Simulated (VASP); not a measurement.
The system is Sb.

```
Sb
1.0
     2.15420    1.24373    3.75800
    -2.15420    1.24373    3.75800
     0.00000   -2.48746    3.75800
Sb
2
Direct
  0.23349 0.23349 0.23349
  0.76651 0.76651 0.76651
```

| Item | Value |
| --- | --- |
| Program | VASP 6.6.1 |
| Task | relaxation of cell and atoms |
| Functional | LDA |
| Potentials or basis | VASP PAW LDA potentials, release 64 (Sb) |
| Cutoff | 350 eV |
| k mesh | 6 × 6 × 6 |
| Occupations | gaussian, width 0.02 eV |
| Spin | no spin polarisation |

At the start: pressure -0.9 GPa; volume 30.21 Å³/atom.

Task: How do energy, volume and symmetry change on relaxing?

Result: Over 12 steps the energy falls by 2.1 meV/atom and the volume is 29.45 Å³/atom (-2.5 %); space group R-3m (No. 166, to 0.05 Å).

The path:
| step | energy change (eV) | largest force (eV/Å) | pressure (GPa) | volume (Å³) |
| --- | --- | --- | --- | --- |
| 1 | 0.0000 | 0.0168 | -0.86 | 60.41 |
| 2 | -0.0015 | 0.1146 | 0.58 | 59.01 |
| 3 | -0.0024 | 0.0637 | 0.02 | 59.54 |
| 4 | -0.0030 | 0.0451 | 0.01 | 59.45 |
| 5 | -0.0039 | 0.0194 | -0.14 | 59.17 |
| 6 | -0.0018 | 0.0793 | -0.06 | 58.60 |
| 7 | -0.0041 | 0.0039 | -0.13 | 59.06 |
| 8 | -0.0041 | 0.0008 | -0.13 | 59.04 |
| 9 | -0.0039 | 0.0127 | 0.27 | 58.61 |
| 10 | -0.0042 | 0.0048 | 0.00 | 58.90 |
| 11 | -0.0042 | 0.0001 | 0.00 | 58.90 |
| 12 | -0.0042 | 0.0017 | 0.00 | 58.90 |

Final structure:
```
Sb
1.0
     2.14910    1.24078    3.68134
    -2.14910    1.24078    3.68134
     0.00000   -2.48157    3.68134
Sb
2
Cartesian
  0.0000 0.0000 2.5939
  0.0000 0.0000 8.4502
```
